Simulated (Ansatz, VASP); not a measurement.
# Cross-check of MoS2 between VASP and Ansatz, part 2 of 2

Wanted: the spread between two codes on one cell, functional and k mesh. The structure shown is the start of the Ansatz relaxation below; VASP solves that cell, so the two are compared at the walk's first step.

VASP 6.6.1 and Ansatz 0.2.0.

So far. Step 4 (Side by side): The forces differ by 8.6 meV/Å r.m.s., which is 5.2 % of the r.m.s. force of 0.165 eV/Å (both taken over all components).

**7. VASP: single point, PBE with D3(BJ), start cell, pair 2**

Level of this step: PBE with D3(BJ), no spin polarisation; plane waves and PAW (S, Mo_sv) (VASP).

The same cell, functional, mesh and smearing now go to VASP, with its own data sets.

INCAR reads:

```
SYSTEM = MoS2
PREC = Accurate
ENCUT = 400
EDIFF = 1E-06
NELM = 120
ISMEAR = 0
SIGMA = 0.02
LREAL = .FALSE.
ALGO = Normal
GGA = PE
IVDW = 12
NBANDS = 32
LASPH = .TRUE.
LORBIT = 11
LWAVE = .FALSE.
LCHARG = .FALSE.
ISIF = 2
GGA_COMPAT = .FALSE.
EFERMI = MIDGAP
KPAR = 2
```

POSCAR reads:

```
MoS2
1.0
    3.0927020000      0.0000000000      0.0000000000
   -1.5463510000      2.6783590000      0.0000000000
    0.0000000000      0.0000000000     11.5339090000
S Mo
4 2
Direct
    0.3333333956      0.6666667911      0.6149805760
    0.6666666044      0.3333332089      0.1149805326
    0.3333333956      0.6666667911      0.8850194674
    0.6666666044      0.3333332089      0.3850194240
    0.3333333956      0.6666667911      0.2499999783
    0.6666666044      0.3333332089      0.7500000217
```

KPOINTS reads:

```
Automatic mesh
0
Gamma
12 12 4
0 0 0
```

The projector-augmented-wave data sets are S and Mo_sv (PBE family, release 64).

Started as:

```console
$ mpirun -np 2 vasp_std
```

Numbers of over 12 decimals in the logs are rounded to 6 here.

The program printed:

```text
[... set-up lines as in an earlier step ...]
 entering main loop
       N       E                     dE             d eps       ncg     rms          rms(c)
DAV:   1     0.387058777229E+03    0.38706E+03   -0.26270E+04  4104   0.128E+03
DAV:   2    -0.267475558433E+02   -0.41381E+03   -0.40363E+03  4592   0.360E+02
DAV:   3    -0.454486462709E+02   -0.18701E+02   -0.18528E+02  4696   0.696E+01
DAV:   4    -0.457992609923E+02   -0.35061E+00   -0.34966E+00  4408   0.965E+00
[...]
DAV:  13    -0.431498982314E+02    0.81944E-06   -0.20051E-04  4768   0.728E-02    0.199E-02
DAV:  14    -0.431498983051E+02   -0.73684E-07   -0.18361E-05  4400   0.250E-02    0.231E-02
DAV:  15    -0.431498983732E+02   -0.68093E-07   -0.13533E-06  3224   0.694E-03
   1 F= -.46013781E+02 E0= -.46013781E+02  d E =-.234638E-74
```

From OUTCAR (step 7):

```text
 Edisp (eV)   -2.86388

  Total       4.45816     4.45817     4.76459     0.00000     0.00000     0.00000
  in kB      74.76242    74.76244    79.90117     0.00000     0.00000     0.00000
  external pressure =       76.48 kB  Pullay stress =        0.00 kB

 POSITION                                       TOTAL-FORCE (eV/Angst)
 -----------------------------------------------------------------------------------
      0.00000      1.78557      7.09313         0.000000     -0.000000     -0.342199
      1.54635      0.89279      1.32617        -0.000000      0.000000     -0.342199
      0.00000      1.78557     10.20773         0.000000     -0.000000      0.342199
      1.54635      0.89279      4.44078        -0.000000      0.000000      0.342199
      0.00000      1.78557      2.88348        -0.000000      0.000000     -0.000000
      1.54635      0.89279      8.65043         0.000000     -0.000000      0.000000
 -----------------------------------------------------------------------------------
    total drift:                               -0.000391     -0.000501      0.000496

  FREE ENERGIE OF THE ION-ELECTRON SYSTEM (eV)
  ---------------------------------------------------
  free  energy   TOTEN  =       -46.0137809416 eV

  energy  without entropy=      -46.0137809416  energy(sigma->0) =      -46.01378094

[... 1 part as in an earlier step ...]

[... 2 further parts left out ...]
[key lines of the parts left out:]
E-fermi :   9.5386
```

The run ends at a pressure of 7.65 GPa, with forces up to 0.34 eV/Å.

**8. Side by side**

Forces (eV/Å; atoms numbered as in POSCAR):

```
atom        Ansatz x, y, z          VASP x, y, z
  S1  0.000, 0.000, -0.359  0.000, 0.000, -0.342
  S2  0.000, 0.000, -0.359  0.000, 0.000, -0.342
  S3   0.000, 0.000, 0.359   0.000, 0.000, 0.342
  S4   0.000, 0.000, 0.359   0.000, 0.000, 0.342
 Mo5   0.000, 0.000, 0.000   0.000, 0.000, 0.000
 Mo6   0.000, 0.000, 0.000   0.000, 0.000, 0.000
```

The forces differ by 8.0 meV/Å r.m.s., which is 5.0 % of the r.m.s. force of 0.161 eV/Å (both taken over all components).

**9. What the set-up changes**

Further runs change the set-up of one program: Ansatz's method, potentials or start, or VASP's data sets, cutoff or form of LDA. The table gives that difference for each run.

| run | r.m.s. force difference (meV/Å) |
| --- | --- |
| as above | 8.0 |
| VASP with a cutoff of 500 eV (perhaps on Ansatz's relaxed cell) | 8.9 |

**10. Ansatz: relaxation, PBE with D3(BJ)**

The two programs are compared at the cell with which this relaxation starts, whose forces are those of its first step. The cell compared in this pair holds 97.62 Å³, against 95.54 Å³ for the pair before.

The structure compared here is the start of the Ansatz relaxation; VASP solves that cell, so the two are compared at the walk's first step.

input.yaml reads:

```yaml
crystal:
  lattice:
    - [3.1062673604, 0.0, 0.0]
    - [-1.5531336802, 2.690106445, 0.0]
    - [0.0, 0.0, 11.6819453227]
  atoms:
    - { symbol: S, position: [0.3333333333, 0.6666666667, 0.6167591289] }
    - { symbol: S, position: [0.6666666667, 0.3333333333, 0.1167591289] }
    - { symbol: S, position: [0.3333333333, 0.6666666667, 0.8832408711] }
    - { symbol: S, position: [0.6666666667, 0.3333333333, 0.3832408711] }
    - { symbol: Mo, position: [0.3333333333, 0.6666666667, 0.25] }
    - { symbol: Mo, position: [0.6666666667, 0.3333333333, 0.75] }
kpoints:
  mp_grid: { grid: [12, 12, 4] }
hamiltonian:
  xc: pbe
  dispersion: d3bj
  pseudopotentials: { kind: paw, azcp: { folder: soft_1 } }
scf:
  occupations: { method: gaussian, width: 0.02 }
output:
  forces: true
  stress: true
  eigenvalues: true
relax:
  adjacent_minimum: "off"
  f_tol: 0.001
  max_steps: 60
  cell: { stress_tol: 0.01, fix: [volume] }
```

Started as:

```console
$ ansatz run input.yaml --threads 4 --pin off --max-ram 16384MiB --backend cpu --events-out ev --progress --plain --runs-dir out
```

The program printed:

```text
[...]
Crystal: 6 atoms, lattice volume = 97.617 Å³
Basis set: ecut = 420 eV, 1887 PW (Γ), exchange–correlation on 48×48×160 points (8 copies of the dense FFT grid, shifted against one another)
Bands: 32, of which v1, the nominal top of the filled ones, is band 26 counted from 1 (25 counted from 0)
Symmetry: 24 space group operations
[...]
k-points: 57 of 576
[...]
cell:  # Å, volume = 97.6166 Å³
    - [3.114953, 0, 0]
    - [-1.557476, 2.697628, 0]
    - [0, 0, 11.616890]
  atoms:
    - { symbol: S, position: [0.333333, 0.666667, 0.614981] }
    - { symbol: S, position: [0.666667, 0.333333, 0.114981] }
    - { symbol: S, position: [0.333333, 0.666667, 0.885019] }
    - { symbol: S, position: [0.666667, 0.333333, 0.385019] }
    - { symbol: Mo, position: [0.333333, 0.666667, 0.25] }
    - { symbol: Mo, position: [0.666667, 0.333333, 0.750000] }
[key lines of the parts left out:]
SCF converged after 9 iterations
Free energy (F): -13528.096279 eV
Fermi energy:    12.948996 eV
P = ⅓ Tr σ = 4.0865 GPa (40.865 kbar)
```

**11. VASP: single point, PBE with D3(BJ), start cell, pair 3**

The same cell, functional, mesh and smearing now go to VASP, with its own data sets.

INCAR is that of step 7.

POSCAR reads:

```
MoS2
1.0
    3.1062670000      0.0000000000      0.0000000000
   -1.5531340000      2.6901060000      0.0000000000
    0.0000000000      0.0000000000     11.6819450000
S Mo
4 2
Direct
    0.3333334406      0.6666666667      0.6167591099
    0.6666668813      0.3333333333      0.1167591527
    0.3333334406      0.6666666667      0.8832409329
    0.6666668813      0.3333333333      0.3832408901
    0.3333334406      0.6666666667      0.2499999786
    0.6666668813      0.3333333333      0.7500000214
```

KPOINTS is that of step 7.

Started as:

```console
$ mpirun -np 2 vasp_std
```

The program printed:

```text
[... set-up lines as in an earlier step ...]
 entering main loop
       N       E                     dE             d eps       ncg     rms          rms(c)
DAV:   1     0.385622172505E+03    0.38562E+03   -0.26352E+04  4112   0.127E+03
DAV:   2    -0.262822351522E+02   -0.41190E+03   -0.40132E+03  4584   0.360E+02
DAV:   3    -0.456282396842E+02   -0.19346E+02   -0.19204E+02  4640   0.702E+01
DAV:   4    -0.459788673952E+02   -0.35063E+00   -0.34975E+00  4424   0.952E+00
[...]
DAV:  13    -0.432794107089E+02   -0.16116E-05   -0.20699E-04  4792   0.737E-02    0.202E-02
DAV:  14    -0.432794104518E+02    0.25710E-06   -0.19217E-05  4408   0.257E-02    0.209E-02
DAV:  15    -0.432794107057E+02   -0.25383E-06   -0.15116E-06  3464   0.707E-03
   1 F= -.46079241E+02 E0= -.46079241E+02  d E =-.439223-102
```

From OUTCAR (step 11):

```text
 Edisp (eV)   -2.79983

  Total       3.39596     3.39596     3.66461    -0.00000    -0.00000     0.00000
  in kB      55.73788    55.73788    60.14709    -0.00001    -0.00000     0.00000
  external pressure =       57.21 kB  Pullay stress =        0.00 kB

 POSITION                                       TOTAL-FORCE (eV/Angst)
 -----------------------------------------------------------------------------------
     -0.00000      1.79340      7.20495        -0.000000      0.000000     -0.335100
      1.55313      0.89670      1.36397         0.000000     -0.000000     -0.335100
     -0.00000      1.79340     10.31797        -0.000000      0.000000      0.335100
      1.55313      0.89670      4.47700        -0.000000     -0.000000      0.335100
     -0.00000      1.79340      2.92049         0.000000      0.000000      0.000000
      1.55313      0.89670      8.76146        -0.000000     -0.000000      0.000000
 -----------------------------------------------------------------------------------
    total drift:                               -0.002206      0.000455     -0.001116

  FREE ENERGIE OF THE ION-ELECTRON SYSTEM (eV)
  ---------------------------------------------------
  free  energy   TOTEN  =       -46.0792409518 eV

  energy  without entropy=      -46.0792409518  energy(sigma->0) =      -46.07924095

[... 1 part as in an earlier step ...]

[... 2 further parts left out ...]
[key lines of the parts left out:]
E-fermi :   9.2253
```

The run ends at a pressure of 5.72 GPa, with forces up to 0.34 eV/Å.

**12. Comparison**

Forces (eV/Å; atoms numbered as in POSCAR):

```csv
atom,"Ansatz x, y, z","VASP x, y, z"
S1,"0.000, 0.000, -0.350","0.000, 0.000, -0.335"
S2,"0.000, 0.000, -0.350","0.000, 0.000, -0.335"
S3,"0.000, 0.000, 0.350","0.000, 0.000, 0.335"
S4,"0.000, 0.000, 0.350","0.000, 0.000, 0.335"
Mo5,"0.000, 0.000, 0.000","0.000, 0.000, 0.000"
Mo6,"0.000, 0.000, 0.000","0.000, 0.000, 0.000"
```

The forces differ by 7.2 meV/Å r.m.s., which is 4.6 % of the r.m.s. force of 0.158 eV/Å (both taken over all components).

**13. What the set-up changes**

Further runs change the set-up of one program: Ansatz's method, potentials or start, or VASP's data sets, cutoff or form of LDA. The table gives that difference for each run.

| run | r.m.s. force difference (meV/Å) |
| --- | --- |
| as above | 7.2 |
| VASP with a cutoff of 500 eV (perhaps on Ansatz's relaxed cell) | 8.2 |

**14. Summary of results**

```
r.m.s. force difference (single point, PBE with D3(BJ), start cell, pair 1) : 8.6 meV/Å
r.m.s. force difference (single point, PBE with D3(BJ), start cell, pair 2) : 8.0 meV/Å
r.m.s. force difference (single point, PBE with D3(BJ), start cell, pair 3) : 7.2 meV/Å
```

**Reading.** The r.m.s. force difference is 8.6 meV/Å (single point, PBE with D3(BJ), start cell, pair 1), within the 12 meV/Å picked in this series as the mark of a large difference. 10 further runs of this series are not shown here. Such differences can come from data sets, numerical settings and the points named under the comparisons, not from the functional's error against experiment.

[Lines on the potential files, build, host, timing and source positions are cut from VASP's logs without a mark.]

[Logs are printed without paths, hosts, clocks, repeated set-up lines and the standing remarks that a program may print on its own settings, such as how far it seeks lower states.]

[Hosts, paths, dates, database ids (printed as entryN), source tags and the programs' standing remarks are cut or masked in the printed files.]

[Rows of further runs with another cutoff or data set may stand on the cell that Ansatz relaxed, not on the start cell of the pair above them.]
